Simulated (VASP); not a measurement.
## Si48H16CF4: single point with PBE+D3(BJ)

Slab: Si48H16CF4, a slab with vacuum.

```
Si H C F
1.0
     7.68059    7.68059    0.00000
    -7.68059    7.68059    0.00000
     0.00000    0.00000   23.42765
Si H C F
48 16 1 4
Cartesian
  2.8620 7.6824 9.5906
  1.0240 11.4893 9.6072
  -6.9349 7.6821 10.0186
  1.0233 3.8736 9.6056
  3.2570 11.5352 10.2990
  -4.5263 7.6816 9.9745
  3.2558 3.8295 10.2937
  0.6212 7.6815 10.2908
  3.7242 9.7209 8.8388
  0.0783 13.4681 8.7993
  0.0784 1.8944 8.7981
  0.0870 5.8738 8.8576
  -3.9555 5.6933 8.8531
  -3.9536 9.6694 8.8527
  3.7234 5.6441 8.8355
  0.0876 9.4895 8.8576
  5.7301 9.6093 7.5827
  -5.7312 5.7855 7.3258
  -5.7304 9.5755 7.3259
  1.9018 5.7544 7.3219
  -1.9335 5.7589 7.6173
  -1.9324 9.6034 7.6164
  5.7306 5.7532 7.5823
  1.9032 9.6076 7.3229
  5.7286 7.6812 6.1962
  1.9296 11.5368 6.0235
  -5.7770 7.6804 5.9931
  1.9295 3.8244 6.0236
  -1.9071 3.8486 6.1944
  -1.9491 7.6808 6.2121
  -1.9069 11.5137 6.1941
  1.8798 7.6813 6.0134
  3.8443 7.6807 4.7483
  -0.0225 11.5230 4.7471
  7.6183 7.6808 4.7471
  -0.0227 3.8382 4.7472
  -3.7984 3.8443 4.7503
  -3.8168 7.6806 4.7396
  -3.7985 11.5171 4.7503
  -0.0704 7.6808 4.7483
  3.8403 9.6007 3.4089
  0.0000 13.4410 3.4089
  0.0000 1.9201 3.4089
  0.0000 5.7604 3.4089
  -3.8403 5.7604 3.4089
  -3.8403 9.6007 3.4089
  3.8403 5.7604 3.4089
  0.0000 9.6007 3.4089
  5.0174 9.6007 2.5000
  2.6632 9.6007 2.5000
  1.1771 13.4410 2.5000
  -1.1771 13.4410 2.5000
  1.1771 1.9201 2.5000
  -1.1771 1.9201 2.5000
  1.1771 5.7604 2.5000
  -1.1771 5.7604 2.5000
  -2.6632 5.7604 2.5000
  -5.0174 5.7604 2.5000
  -2.6632 9.6007 2.5000
  -5.0174 9.6007 2.5000
  5.0174 5.7604 2.5000
  2.6632 5.7604 2.5000
  1.1771 9.6007 2.5000
  -1.1771 9.6007 2.5000
  -3.9223 7.6738 11.8386
  -2.5499 7.5844 11.9266
  -4.2811 8.8110 12.5178
  -4.4267 6.6162 12.5524
  -7.5372 7.6839 11.5380
```

The cell was built by a generator and needn't be a form met in nature.

```yaml
Program: VASP 6.6.1
Task: single point
Functional: PBE
Dispersion: D3(BJ)
Potentials_or_basis: VASP PAW PBE potentials, release 64 (Si, H, C, F)
Cutoff: 400 eV
k_mesh: 1 × 1 × 1
Occupations: gaussian, width 0.05 eV
Spin: no spin polarisation
```

* Largest force: 0.338 eV/Å
* Band gap on the k mesh: 0.48 eV, direct
* Dispersion energy per atom: -0.185 eV

Forces on the atoms (eV/Å):
```
Si   0.011  0.000 -0.002
Si  -0.003 -0.002 -0.002
Si  -0.010  0.000  0.029
Si  -0.004  0.003 -0.002
Si   0.000  0.001  0.001
Si   0.004  0.000  0.003
Si  -0.001  0.000  0.001
Si   0.014  0.000 -0.003
Si   0.001  0.002  0.001
Si   0.006  0.002 -0.006
Si   0.005 -0.002 -0.006
Si   0.007  0.007 -0.006
Si  -0.003 -0.005 -0.006
Si  -0.003  0.005 -0.006
Si   0.001 -0.002  0.002
Si   0.007 -0.006 -0.006
Si   0.004 -0.002  0.003
Si   0.003  0.002 -0.003
Si   0.003 -0.003 -0.002
Si   0.000  0.002  0.003
Si   0.002  0.004  0.001
Si   0.002 -0.004  0.001
Si   0.004  0.003  0.002
Si   0.000 -0.002  0.002
Si   0.003  0.000 -0.003
Si   0.007 -0.001 -0.001
Si   0.011  0.000 -0.004
Si   0.007  0.001  0.000
Si   0.006  0.004 -0.003
Si   0.001  0.000 -0.002
Si   0.006 -0.003 -0.003
Si   0.008  0.000 -0.002
Si   0.006  0.000 -0.004
Si   0.000  0.001 -0.006
Si   0.001  0.000 -0.011
Si   0.000  0.000 -0.006
Si  -0.003  0.000 -0.007
Si   0.004  0.000 -0.002
Si  -0.003  0.000 -0.007
Si   0.006  0.000 -0.002
Si   0.251  0.026 -0.015
Si  -0.330 -0.012 -0.068
Si  -0.331  0.014 -0.070
Si  -0.301 -0.009 -0.037
Si   0.296  0.008 -0.096
Si   0.295 -0.007 -0.095
Si   0.250 -0.025 -0.015
Si  -0.304  0.009 -0.040
H   -0.274 -0.019 -0.001
H    0.256  0.021  0.074
H   -0.250  0.029  0.089
H    0.283 -0.020 -0.017
H   -0.250 -0.028  0.089
H    0.283  0.020 -0.017
H   -0.250  0.031  0.087
H    0.290 -0.042 -0.007
H   -0.289  0.010 -0.013
H    0.259 -0.012  0.071
H   -0.289 -0.011 -0.013
H    0.259  0.013  0.072
H   -0.274  0.020 -0.001
H    0.256 -0.021  0.074
H   -0.250 -0.031  0.087
H    0.290  0.042 -0.008
C    0.003  0.001  0.039
F   -0.005  0.002 -0.020
F    0.001 -0.017 -0.026
F    0.007  0.004 -0.030
F    0.013  0.000 -0.030
```

Levels at points of the mesh, in eV from the valence-band top:
```tsv
k point	band 118	band 119	band 120	band 121	band 122	band 123
(0.00, 0.00, 0.00)	-0.30	-0.10	0.00	0.48	1.12	1.18
```

It took 60 s on 8 MPI ranks on AMD EPYC 9R45 (Zen 5), with other jobs on the host, peak memory 0.33 GiB a rank.
